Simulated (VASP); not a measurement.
Calculation: rev-vdW-DF2, VASP's PBE PAW potentials (set 64) (plane waves; VASP).

A VASP calculation is set up with these files.

### POSCAR
```
BN
8.4370250
  0.1511079783  -0.2617267219   0.0000000000
  0.1511079783   0.2617267219   0.0000000000
  0.0000000000   0.0000000000   0.4999999915
B N
2 2
direct
  0.6666670000   0.3333330000   0.5003071598
  0.3333330000   0.6666670000   0.0003071598
  0.6666670000   0.3333330000   0.8746928402
  0.3333330000   0.6666670000   0.3746928402
```

INCAR:
```
AGGAC  =  0.0
ALGO  =  Normal
EDIFF  =  1E-7
ENCUT  =  520
GGA  =  MK
ICHARG  =  11
ISMEAR  =  0
LASPH  =  .True.
LCHARG  =  .False.
LORBIT  =  11
LREAL  =  .False.
LUSE_VDW  =  .True.
LWAVE  =  .False.
NELM  =  100
PARAM1  =  0.1234568
PARAM2  =  0.7114
PREC  =  Accurate
SIGMA  =  0.05
SYSTEM  =  BN
ZAB_VDW  =  -1.8867
```

KPOINTS:
```
k-points along high-symmetry lines
10
Line-mode
Reciprocal
  0.000000   0.000000   0.000000 ! GAMMA
 -0.000000   0.500000   0.000000 ! M

 -0.000000   0.500000   0.000000 ! M
 -0.333333   0.666667   0.000000 ! K

 -0.333333   0.666667   0.000000 ! K
  0.000000   0.000000   0.000000 ! GAMMA

  0.000000   0.000000   0.000000 ! GAMMA
  0.000000   0.000000   0.500000 ! A

  0.000000   0.000000   0.500000 ! A
 -0.000000   0.500000   0.500000 ! L

 -0.000000   0.500000   0.500000 ! L
 -0.333333   0.666667   0.500000 ! H

 -0.333333   0.666667   0.500000 ! H
  0.000000   0.000000   0.500000 ! A

 -0.000000   0.500000   0.500000 ! L
 -0.000000   0.500000   0.000000 ! M

 -0.333333   0.666667   0.500000 ! H
 -0.333333   0.666667   0.000000 ! K
```

POTCAR, in this order: B N (PBE.64 set). Program: vasp_std. Read from the step before: CHGCAR.

Output of the run:

**OUTCAR**
```
 ion  position               nearest neighbor table
   1  0.667  0.333  0.500-   4 1.56   4 1.56   4 1.56   3 1.58
   2  0.333  0.667  0.000-   3 1.56   3 1.56   3 1.56   4 1.58
   3  0.667  0.333  0.875-   2 1.56   2 1.56   2 1.56   1 1.58
   4  0.333  0.667  0.375-   1 1.56   1 1.56   1 1.56   2 1.58
  LATTYP: Found a hexagonal cell.
 ALAT       =     2.5498037714
 C/A-ratio  =     1.6544459130
 Subroutine PRICEL returns:
 Original cell was already a primitive cell.
 Subroutine GETGRP returns: Found 12 space group operations
The static configuration has the point symmetry C_3v.
 The point group associated with its full space group is C_6v.
The dynamic configuration has the point symmetry C_3v.
 Subroutine INISYM returns: Found 12 space group operations
   k-points           NKPTS =     90   k-points in BZ     NKDIM =     90   number of bands    NBANDS=     12
   number of dos      NEDOS =    301   number of ions     NIONS =      4
   total plane-waves  NPLWV =  12800
   dimension x,y,z NGX =    20 NGY =   20 NGZ =   32
   dimension x,y,z NGXF=    40 NGYF=   40 NGZF=   64
   ions per type =               2   2
   PREC   = accura    normal or accurate (medium, high low for compatibility)
   ISTART =      0    job   : 0-new  1-cont  2-samecut
   ICHARG =     11    charge: 1-file 2-atom 10-const
   ISPIN  =      1    spin polarized calculation?
   LNONCOLLINEAR =      F non collinear calculations
   LSORBIT =      F    spin-orbit coupling
   INIWAV =      1    electr: 0-lowe 1-rand  2-diag
   ENCUT  =  520.0 eV  38.22 Ry    6.18 a.u.   4.74  4.74  7.84*2*pi/ulx,y,z
   NELM   =    100;   NELMIN=  2; NELMDL= -5     # of ELM steps
   EDIFF  = 0.1E-06   stopping-criterion for ELM
   LREAL  =      F    real-space projection
   NLSPLINE    = F    spline interpolate recip. space projectors
   LMAXMIX     =    2 max onsite mixed and CHGCAR
   VOSKOWN=      0    Vosko Wilk Nusair interpolation
   EDIFFG = 0.1E-05   stopping-criterion for IOM
   NSW    =      0    number of steps for IOM
   NBLOCK =      1;   KBLOCK =      1    inner block; outer block
   IBRION =     -1    ionic relax: 0-MD 1-quasi-New 2-CG
   NFREE  =      0    steps in history (QN), initial steepest desc. (CG)
   ISIF   =      2    stress and relaxation
   ISYM   =      2    0-nonsym 1-usesym 2-fastsym
   TEIN   =    0.0    initial temperature
   TEBEG  =    0.0;   TEEND  =   0.0 temperature during run
   SMASS  =  -3.00    Nose mass-parameter (am)
   PSTRESS=    0.0 pullay stress
   NELECT =      16.0000    total number of electrons
   EFERMI =   0.00;   METHOD = LEGACY
   ISMEAR =     0;   SIGMA  =   0.05  broadening in eV -4-tet -1-fermi 0-gaus
   IALGO  =     38    algorithm
   LDIAG  =      T    sub-space diagonalisation (order eigenvalues)
   IMIX   =      4    mixing-type and parameters
     AMIX     =   0.40;   BMIX     =  1.00
     AMIX_MAG =   1.60;   BMIX_MAG =  1.00
     AMIN     =   0.10
   GGA     = MK    functional components
   VOSKOWN =     0    Vosko Wilk Nusair interpolation
   LHFCALC =     F    Hartree Fock is set to
   LHFONE  =     F    Hartree Fock one center treatment
   AEXX    =    0.0000 exact exchange contribution
   LUSE_VDW   =     T    switch on vdW DFT
   IVDW    =     0    specifies the selected vdW correction
   LEPSILON=     F    determine dielectric tensor
   LRPA    =     F    only Hartree local field effects (RPA)
  energy-cutoff  :      520.00
  volume of cell :       23.75
      direct lattice vectors                 reciprocal lattice vectors
     1.274901790 -2.208194896  0.000000000     0.392187072 -0.226429289  0.000000000
     1.274901790  2.208194896  0.000000000     0.392187072  0.226429289  0.000000000
     0.000000000  0.000000000  4.218512429     0.000000000  0.000000000  0.237050386
 k-point     1 :   0.0000 0.0000 0.0000  plane waves:     627
 k-point     2 :   0.0000 0.0556 0.0000  plane waves:     641
 k-point     3 :   0.0000 0.1111 0.0000  plane waves:     646
 k-point     4 :   0.0000 0.1667 0.0000  plane waves:     638
 k-point     5 :   0.0000 0.2222 0.0000  plane waves:     634
...
```

OSZICAR:
```
       N       E                     dE             d eps       ncg     rms          rms(c)
DAV:   1     0.554581862039E+02    0.55458E+02   -0.86301E+03  2160   0.129E+03
DAV:   2    -0.276249504774E+02   -0.83083E+02   -0.76070E+02  3180   0.263E+02
DAV:   3    -0.302051560881E+02   -0.25802E+01   -0.25643E+01  2848   0.443E+01
DAV:   4    -0.302230525102E+02   -0.17896E-01   -0.17872E-01  2652   0.363E+00
DAV:   5    -0.302233708324E+02   -0.31832E-03   -0.31825E-03  2740   0.374E-01
DAV:   6    -0.302233793347E+02   -0.85023E-05   -0.84994E-05  2676   0.470E-02
DAV:   7    -0.302233795248E+02   -0.19010E-06   -0.19011E-06  2556   0.663E-03
DAV:   8    -0.302233795326E+02   -0.78152E-08   -0.77845E-08  2024   0.107E-03
   1 F= -.30223380E+02 E0= -.30223380E+02  d E =-.311466E-16
```

File OUTCAR:
```
 val. band max:        7.4130590032   @ k =   0.0000   0.0000   0.0000

 cond. band min:      12.5987242610   @ k =  -0.3333   0.6667   0.0000



 k-point     1 :       0.0000    0.0000    0.0000
  band No.  band energies     occupation
      1     -12.8513      2.00000
      2      -8.7203      2.00000
      3      -3.4187      2.00000
      4       5.3110      2.00000
      5       5.3111      2.00000
      6       7.1337      2.00000
      7       7.4130      2.00000
      8       7.4131      2.00000
      9      15.7938      0.00000
     10      15.7939      0.00000
     11      16.0242      0.00000
     12      16.9878      0.00000

 k-point     2 :       0.0000    0.0556    0.0000
  band No.  band energies     occupation
      1     -12.7844      2.00000
      2      -8.6687      2.00000
      3      -3.3525      2.00000
      4       4.9961      2.00000
      5       5.1818      2.00000
      6       7.0641      2.00000
      7       7.1574      2.00000
      8       7.3431      2.00000
      9      15.6580      0.00000
     10      15.9315      0.00000
     11      16.1679      0.00000
     12      17.2047      0.00000

 k-point     3 :       0.0000    0.1111    0.0000
  band No.  band energies     occupation
      1     -12.5842      2.00000
      2      -8.5170      2.00000
      3      -3.1546      2.00000
      4       4.1501      2.00000
      5       4.8379      2.00000
      6       6.4466      2.00000
      7       6.8727      2.00000
      8       7.1389      2.00000
      9      15.4160      0.00000
     10      16.3050      0.00000
     11      16.4062      0.00000
     12      17.7919      0.00000

 k-point     4 :       0.0000    0.1667    0.0000
  band No.  band energies     occupation
      1     -12.2539      2.00000
      2      -8.2747      2.00000
      3      -2.8285      2.00000
      4       2.9797      2.00000
      5       4.3736      2.00000
      6       5.4462      2.00000
      7       6.5449      2.00000
...
```

The density is held fixed in this step, so its total energy and stress have no physical meaning.

The compound is BN in the wurtzite structure, a metastable high-pressure form. It was relaxed first.
